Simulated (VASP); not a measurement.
Set up this calculation in VASP 6.6.1, as the native input.

* Task: relaxation of cell and atoms
* Functional: PBE
* Potentials or basis: VASP PAW PBE potentials, release 64 (Pt)
* Cutoff: 700 eV
* k mesh: 18 × 18 × 18
* Occupations: methfessel-paxton, width 0.1 eV
* Spin: no spin polarisation
* Further INCAR settings: ALGO = Normal; EDIFF = 1e-06; IBRION = 2; EDIFFG = -0.005; NSW = 60; ISIF = 3

The structure of Pt lies in POSCAR:

```
Pt
1.0
    0.0000000000      1.9600000000      1.9600000000
    1.9600000000      0.0000000000      1.9600000000
    1.9600000000      1.9600000000      0.0000000000
Pt
1
Direct
    0.0000000000      0.0000000000      0.0000000000
```

The cell was built by a generator and needn't be a form met in nature.

One way to write it, as run:

INCAR

```
PREC = Accurate
ENCUT = 700
EDIFF = 1E-6
ISMEAR = 1
SIGMA = 0.1
LREAL = False
LASPH = True
NELM = 120
ALGO = Normal
ISIF = 3
LWAVE = False
LCHARG = False
GGA = PE
IBRION = 2
NSW = 60
EDIFFG = -0.005
```

KPOINTS

```
Automatic mesh
0
Gamma
  18 18 18
```

Potentials or basis: VASP PAW PBE potentials, release 64 (Pt).

Run with:

```console
$ cat potpaw_PBE.64/Pt/POTCAR > POTCAR
$ mpirun -np 1 vasp_std > vasp.out
```

Results of the run:

```
Relaxed volume                         : 15.62 Å³/atom
Relaxed cell                           : a = 2.806 Å, b = 2.806 Å, c = 2.806 Å, α = 60.00°, β = 60.00°, γ = 60.00°
Space group after relaxing (to 0.05 Å) : Fm-3m (No. 225)
Energy gained by relaxing              : 16.6 meV/atom
Ionic steps                            : 4
Pressure after relaxing                : 0.0 GPa
Band gap on the k mesh                 : none (metal or under the smearing width)
```

Run time: 36 s on 1 thread of AMD EPYC 9R45 96-Core Processor (Zen 5), on a shared host, peak memory 0.16 GiB.
